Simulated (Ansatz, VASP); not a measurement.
# MnS (rocksalt prototype): VASP beside Ansatz

Wanted: the spread between two codes on one cell, functional and k mesh. The start cell is built, not measured: As first built, before any earlier steps moved the atoms (in the runner's words): rocksalt prototype, lattice guessed from radii. The two relaxations start from unlike cells of this crystal (the structure described is Ansatz's start), so only their ends are compared.

Method: plane waves, with VASP 6.6.1 beside it; relaxation of cell and atoms at PBE, DFT+U, in Ansatz 0.2.0.

### Step 1. Starting point

The structure is cubic, space group Fm-3m (No. 225). Conventional cell: a = 5.180 Å, b = 5.180 Å, c = 5.180 Å, α = 90.00°, β = 90.00°, γ = 90.00°. Nearest to Mn lie 6 S at 2.59 Å. Nearest to S lie 6 Mn at 2.59 Å. As first built, before any earlier steps moved the atoms (in the runner's words): rocksalt prototype, lattice guessed from radii. Farther neighbours and most contacts between anions are not listed.

### Step 2. Ansatz: relaxation of cell and atoms, PBE, DFT+U

Ansatz runs on its default PAW (the set named soft_2) files.

The relaxed volume is the usual yardstick between codes: in a stiff, nearly cubic crystal its relative difference is about their pressure difference at one cell divided by the bulk modulus.

Input file input.yaml:

```yaml
crystal:
  lattice:
    - [0.0, 2.5899, 2.5899]
    - [2.5899, 0.0, 2.5899]
    - [2.5899, 2.5899, 0.0]
  atoms:
    - { symbol: Mn, position: [0.0, 0.0, 0.0], spin: 4.5 }
    - { symbol: S, position: [0.5, 0.5, 0.5] }
magnetization:
  spin_polarized: true
kpoints:
  mp_grid: { grid: [8, 8, 8] }
hamiltonian:
  xc: pbe
  hubbard:
    sites: [{ species: Mn, l: d, u_eff: 4.6 }]
    projectors: ortho-atomic
scf:
  occupations: { method: fermi_dirac, width: 0.05 }
output: {}
relax:
  cell: {}
  max_steps: 40
```

Launch:

```bash
$ ansatz run input.yaml --threads 4 --pin off --max-ram 8192MiB --backend cpu --events-out ev --progress --plain --runs-dir out
```

Numbers of over 12 decimals in the logs are rounded to 6 here.

The program printed:

```text
Engine: ansatz 0.2.0, aarch64-unknown-linux-gnu
Pseudopotentials: kind: paw
Pseudopotential: Mn, paw, valence charge 15, recommended cutoff 420 eV (normal), Mn.paw.azcp
Pseudopotential: S, paw, valence charge 6, recommended cutoff 420 eV (normal), S.paw.azcp
Functional definition: PBE
  parameter kappa = 0.804
  parameter beta = 0.066725
  exchange = pbe_x(kappa = kappa, mu = beta*pi^2/3)
  correlation = pbe_c(beta = beta)
Crystal: 2 atoms, lattice volume = 34.744 Å³
Basis set: ecut = 420 eV, 645 PW (Γ), exchange–correlation on 50×50×50 points (8 copies of the dense FFT grid, shifted against one another)
Bands: 17, of which v1, the nominal top of the filled ones, is band 11 counted from 1 (10 counted from 0)
Symmetry: 48 space group operations
Space group: Fm-3m (ITA 225), of the structure as read, at distance tolerance 3.3e-5 Å
Magnetic group: BNS 225.116 (UNI 1618), of the structure as read, at distance tolerance 3.3e-5 Å
k-points: 29 of 512
Non-local potential: Mn, projectors of the file, l = 0: 3, l = 1: 2, l = 2: 3, l = 3: 1
Non-local potential: S, projectors of the file, l = 0: 2, l = 1: 2, l = 2: 2
PAW form: soft (Blöchl's): semilocal exchange-correlation on the pseudo side does not see the compensation charge
PAW one-centre angular grid: Mn, 590 points (default); XC on 64 Gauss nodes
PAW one-centre angular grid: S, 110 points (default); XC on 64 Gauss nodes
Initial density: superposition of atomic densities (chi_scale 0.1, normalization cell, long waves kept (reshape's long-wave potential 0.00 eV rms))
Starting moments: Σ|m| = 4.5 μB on 1 of 2 sites
Initial wavefunctions: pseudopotential atomic-orbital guess
Functional: x = pbe(κ = 0.804, μ = 0.219515), c = pbe(β = 0.066725)
SCF iter   1: F=—  HF=-4801.254571 eV  |F-HF|=—  |Δ(HF+E_count)|=         —  Δρ=7.36e-2 (↑7.36e-2 ↓1.39e-2)  dr2=1.42e0  dr2_m=4.52e-1  M=4.997 μB ∫|m|=4.997 μB  β_m=1.00  ethr=3.10e-3  ⟨swp⟩=4.4  Hψ=4621  notcnv=0
preconditioner: auto → none  [insulator: Δε(μ)=0.240 eV  Ē_g=10.986 eV  σ=0.050 eV  W_gap=0.78  n_scr=14 (ndim 8)  ℏωp=22.7 eV  f_vac=0.000  D(μ)=0.05/eV (n_scr^D=0)  ε∞_Penn≈5.3]
SCF iter   2: F=—  HF=-4800.884554 eV  |F-HF|=—  |Δ(HF+E_count)|=   3.70e-1  Δρ=1.15e-2 (↑1.15e-2 ↓1.03e-2)  dr2=1.21e-1  dr2_m=4.12e-3  M=5.000 μB ∫|m|=5.000 μB  β_m=1.00  ethr=3.10e-3  ⟨swp⟩=2.8  Hψ=2236  notcnv=0  defer=73
SCF iter   3: F=—  HF=-4800.913862 eV  |F-HF|=—  |Δ(HF+E_count)|=   2.93e-2  Δρ=5.51e-3 (↑5.51e-3 ↓5.37e-3)  dr2=2.67e-2  dr2_m=4.25e-4  M=5.000 μB ∫|m|=5.000 μB  β_m=1.00  ethr=5.76e-4  ⟨swp⟩=2.6  Hψ=1568  notcnv=0  defer=73
SCF iter   4: F=—  HF=-4800.934763 eV  |F-HF|=—  |Δ(HF+E_count)|=   2.09e-2  Δρ=2.30e-3 (↑2.30e-3 ↓2.00e-3)  dr2=2.89e-3  dr2_m=5.66e-5  M=5.000 μB ∫|m|=5.000 μB  β_m=0.30  ethr=1.27e-4  ⟨swp⟩=2.3  Hψ=1593  notcnv=0  defer=73
Mixer restart at iter 4: flushing history
spin-set hold released at iteration 4 (site moments contracting): the magnetisation degrees of freedom join the quasi-Newton model from the next iteration; the mixer history was flushed
SCF iter   5: F=—  HF=-4800.943243 eV  |F-HF|=—  |Δ(HF+E_count)|=   8.48e-3  Δρ=1.58e-3 (↑1.58e-3 ↓1.40e-3)  dr2=1.40e-3  dr2_m=4.09e-5  M=5.000 μB ∫|m|=5.000 μB  β_m=0.65  ethr=1.38e-5  ⟨swp⟩=1.2  Hψ=978  notcnv=0  defer=73
SCF iter   6: F=—  HF=-4800.952207 eV  |F-HF|=—  |Δ(HF+E_count)|=   8.96e-3  Δρ=4.46e-4 (↑4.46e-4 ↓3.83e-4)  dr2=1.36e-4  dr2_m=3.53e-6  M=5.000 μB ∫|m|=5.000 μB  β_m=0.59  ethr=6.67e-6  ⟨swp⟩=2.4  Hψ=1690  notcnv=0  defer=73
SCF iter   7: F=—  HF=-4800.952167 eV  |F-HF|=—  |Δ(HF+E_count)|=   4.00e-5  Δρ=2.60e-4 (↑2.60e-4 ↓6.30e-5)  dr2=1.31e-5  dr2_m=7.94e-6  M=5.000 μB ∫|m|=5.000 μB  β_m=0.58  ethr=6.47e-7  ⟨swp⟩=2.0  Hψ=1660  notcnv=0  defer=73
SCF iter   8: F=—  HF=-4800.952164 eV  |F-HF|=—  |Δ(HF+E_count)|=   3.17e-6  Δρ=7.92e-5 (↑4.16e-5 ↓7.92e-5)  dr2=1.15e-6  dr2_m=1.10e-6  M=5.000 μB ∫|m|=5.000 μB  β_m=0.61  ethr=6.24e-8  ⟨swp⟩=2.1  Hψ=1430  notcnv=0  defer=73
SCF iter   9: F=-4800.952164 eV  HF=-4800.952164 eV  |F-HF|=5.77e-8  |Δ(HF+E_count)|=   4.29e-7  Δρ=1.66e-5 (↑1.23e-5 ↓1.66e-5)  dr2=1.04e-8  dr2_m=6.60e-8  M=5.000 μB ∫|m|=5.000 μB  ethr=4.76e-10  ⟨swp⟩=2.7  Hψ=3235  notcnv=0
SCF 1 converged in 9 iterations: F = -4800.952164 eV  dr2 = 1.04e-8
  greatest PAW one-centre occupation: 1.003 electrons in one spin orbital (limit 2), on the Mn atom at site 0 (counted from 0), in its partial waves of l = 1
relax step   1: F+E_penalty+E_count = -4800.95216419 eV  Δ(F+E_penalty+E_count) = +0.000e0 eV  max|allowed force component| = 2.564e-30 eV/Å  Δτ_max = 0.0000 Å  P = +7.677 GPa  Ω = 34.744 Å³  (9 SCF iters, dr2 threshold 1.00e-7 eV, accepted)
Crystal: 2 atoms, lattice volume = 37.607 Å³
Basis set: ecut = 420 eV, 725 PW (Γ), exchange–correlation on 50×50×50 points (8 copies of the dense FFT grid, shifted against one another)
Initial density: handed on by an earlier stage of this run
[...]
SCF 4 converged in 6 iterations: F = -4801.020101 eV  dr2 = 8.47e-13
[...]
E_vhub       = -10.900829  (the Hubbard potential's part of the band-sum identity)
  E_paw        = -1907.596945  (= ΣΔE_a)
  E_vpaw       = -314.191889  (= ΣTr[D̂ρ^β])
  E_aug_tail   = -0.000008  (compensation charges beyond the density's cutoff)
  E_ewald      = -1882.704426
  E_smearing   = -0.000001  (= −TS)
  E_closure    = 0.000000  (closes the sum)
  Σ components = -4801.020101   (vs F -4801.020101, Δ=0.00e0)
--- Forces (eV/Å), atoms counted from 1 ---
  atom   1  Mn    -0.00000000    -0.00000000     0.00000000
  atom   2  S      0.00000000     0.00000000    -0.00000000
  max |Σ_I F_I| component: 2.04e-30 eV/Å
--- Stress (GPa, compression-positive) ---
        0.045334       0.000000      -0.000000
        0.000000       0.045334       0.000000
       -0.000000       0.000000       0.045334
  P = ⅓ Tr σ = 0.0453 GPa (0.453 kbar)
Occupation matrices written to <dir>
--- The result so far, ahead of a search for a lower minimum behind the relaxation; the run's own can be another ---
--- Relaxed structure (3 steps of the walk, 3 accepted, 1 SCFs on fresh bases) ---
  F+E_penalty+E_count = -4801.02010063 eV   max|allowed force component| = 1.479e-30 eV/Å   (the final SCF, on the basis selected at the relaxed cell)
  cell:  # Å, volume = 37.7769 Å³
    - [0, 2.663169, 2.663169]
    - [2.663169, 0, 2.663169]
    - [2.663169, 2.663169, 0]
  atoms:
    - { symbol: Mn, position: [0, 0, 0] }
    - { symbol: S, position: [0.5, 0.5, 0.5] }
--- Search for a lower minimum behind the relaxation: the rows below count on from the relaxation's ---
[...]
preconditioner: auto → none  [insulator: Δε(μ)=0.613 eV  Ē_g=10.563 eV  σ=0.050 eV  W_gap=0.99  n_scr=14 (ndim 8)  ℏωp=21.8 eV  f_vac=0.000  D(μ)=0.00/eV (n_scr^D=0)  ε∞_Penn≈5.3]
[...]
SCF iter   4: F=—  HF=-4800.955793 eV  |F-HF|=—  |Δ(HF+E_count)|=   7.47e-2  Δρ=2.40e-3 (↑2.40e-3 ↓2.05e-3)  dr2=3.52e-3  dr2_m=1.07e-4  M=5.000 μB ∫|m|=5.000 μB  β_m=0.30  ethr=1.39e-4  ⟨swp⟩=2.4  Hψ=1645  notcnv=0  defer=63
Mixer restart at iter 4: flushing history
spin-set hold released at iteration 4 (site moments contracting): the magnetisation degrees of freedom join the quasi-Newton model from the next iteration; the mixer history was flushed
SCF iter   5: F=—  HF=-4800.988209 eV  |F-HF|=—  |Δ(HF+E_count)|=   3.24e-2  Δρ=1.65e-3 (↑1.65e-3 ↓1.41e-3)  dr2=1.66e-3  dr2_m=5.94e-5  M=5.000 μB ∫|m|=5.000 μB  β_m=0.65  ethr=1.68e-5  ⟨swp⟩=1.7  Hψ=1143  notcnv=0  defer=63
SCF iter   6: F=—  HF=-4801.020126 eV  |F-HF|=—  |Δ(HF+E_count)|=   3.19e-2  Δρ=3.57e-4 (↑3.57e-4 ↓1.67e-4)  dr2=1.03e-4  dr2_m=6.86e-6  M=5.000 μB ∫|m|=5.000 μB  β_m=0.58  ethr=7.90e-6  ⟨swp⟩=2.0  Hψ=1738  notcnv=0  defer=63
SCF iter   7: F=—  HF=-4801.020098 eV  |F-HF|=—  |Δ(HF+E_count)|=   2.83e-5  Δρ=1.04e-4 (↑1.04e-4 ↓8.35e-5)  dr2=4.21e-6  dr2_m=1.97e-6  M=5.000 μB ∫|m|=5.000 μB  β_m=0.65  ethr=4.92e-7  ⟨swp⟩=2.0  Hψ=1252  notcnv=0  defer=63
SCF iter   8: F=—  HF=-4801.020100 eV  |F-HF|=—  |Δ(HF+E_count)|=   2.56e-6  Δρ=5.51e-5 (↑5.51e-5 ↓3.20e-5)  dr2=1.18e-6  dr2_m=3.61e-7  M=5.000 μB ∫|m|=5.000 μB  β_m=0.61  ethr=2.00e-8  ⟨swp⟩=2.0  Hψ=1449  notcnv=0  defer=63
SCF iter   9: F=—  HF=-4801.020100 eV  |F-HF|=—  |Δ(HF+E_count)|=   1.37e-7  Δρ=2.48e-5 (↑2.48e-5 ↓1.66e-5)  dr2=9.26e-8  dr2_m=1.16e-7  M=5.000 μB ∫|m|=5.000 μB  β_m=0.65  ethr=4.76e-10  ⟨swp⟩=1.2  Hψ=2734  notcnv=0
iter 10 met the thresholds in force, and the SCF goes on: an eigenvalue changes by 0.69 meV, over its tolerance of 0.50 meV (output.eigenvalues, Limitations)
SCF iter  10: F=-4801.020101 eV  HF=-4801.020101 eV  |F-HF|=3.07e-8  |Δ(HF+E_count)|=   1.63e-7  Δρ=1.20e-5 (↑1.20e-5 ↓8.16e-6)  dr2=2.36e-8  dr2_m=2.75e-8  M=5.000 μB ∫|m|=5.000 μB  β_m=0.83  ethr=4.41e-10  ⟨swp⟩=2.1  Hψ=1805  notcnv=0
SCF iter  11: F=-4801.020101 eV  HF=-4801.020101 eV  |F-HF|=1.96e-9  |Δ(HF+E_count)|=   4.71e-8  Δρ=2.84e-6 (↑2.84e-6 ↓2.00e-6)  dr2=1.18e-9  dr2_m=1.61e-9  M=5.000 μB ∫|m|=5.000 μB  ethr=1.12e-10  ⟨swp⟩=1.0  Hψ=2619  notcnv=0
SCF 1 converged in 11 iterations: F = -4801.020101 eV  dr2 = 1.18e-9
SCF converged after 6 iterations
Magnetization: 5.0000 μB (13.0000 up, 8.0000 down)
Absolute magnetization: 5.0000 μB (∫|ρ↑−ρ↓|, with the PAW one-centre terms)
Spin contamination: 0.0124 ħ² per cell (⟨S²⟩ above its minimum at these occupations)
Per-site moments (μB) at R_I (Å): [(4.571025, 1.098557), (0.078539, 1.098557)]
Free energy (F): -4801.020101 eV
Harris-Foulkes:  -4801.020101 eV  (|F-HF|=3.64e-12)
Internal energy: -4801.020099 eV  (E = F + TS)
E sigma→0 (E₀):  -4801.020100 eV
Entropy (-TS):   -0.000001 eV (-0.001 meV/atom)
Fermi energy:    9.540499 eV
--- Per-component energies (eV) ---
  E_band       = -331.033602
  E_kinetic    = 403.098148
  E_local      = -2515.176811  (includes V_loc(G=0)·N_el)
  E_nonlocal   = 281.877578
  E_hartree    = 1026.281059
  E_xc         = -207.364403
  E_vxc        = -228.301917  (∫ρ·V_xc dr)
  E_hubbard    = 0.565709  (on-site DFT+U / exact-exchange correction)
  E_vhub       = -10.900829  (the Hubbard potential's part of the band-sum identity)
  E_paw        = -1907.596945  (= ΣΔE_a)
  E_vpaw       = -314.191889  (= ΣTr[D̂ρ^β])
  E_aug_tail   = -0.000008  (compensation charges beyond the density's cutoff)
  E_ewald      = -1882.704426
  E_smearing   = -0.000001  (= −TS)
  E_closure    = 0.000000  (closes the sum)
  Σ components = -4801.020101   (vs F -4801.020101, Δ=0.00e0)
--- Forces (eV/Å), atoms counted from 1 ---
  atom   1  Mn    -0.00000000    -0.00000000     0.00000000
  atom   2  S      0.00000000     0.00000000    -0.00000000
  max |Σ_I F_I| component: 2.04e-30 eV/Å
--- Stress (GPa, compression-positive) ---
        0.045334       0.000000      -0.000000
        0.000000       0.045334       0.000000
       -0.000000       0.000000       0.045334
  P = ⅓ Tr σ = 0.0453 GPa (0.453 kbar)
--- Relaxed structure (3 steps of the walk, 3 accepted, 1 SCFs on fresh bases) ---
  F+E_penalty+E_count = -4801.02010063 eV   max|allowed force component| = 1.479e-30 eV/Å   (the final SCF, on the basis selected at the relaxed cell)
  cell:  # Å, volume = 37.7769 Å³
    - [0, 2.663169, 2.663169]
    - [2.663169, 0, 2.663169]
    - [2.663169, 2.663169, 0]
  atoms:
    - { symbol: Mn, position: [0, 0, 0] }
    - { symbol: S, position: [0.5, 0.5, 0.5] }
```

(Continued in part 2 of 2.)

[Lines on the potential files, build, host, timing and source positions are cut from VASP's logs without a mark.]

[Logs are printed without paths, hosts, clocks, repeated set-up lines and the standing remarks that a program may print on its own settings, such as how far it seeks lower states.]

[Hosts, paths, dates, database ids (printed as entryN), source tags and the programs' standing remarks are cut or masked in the printed files.]
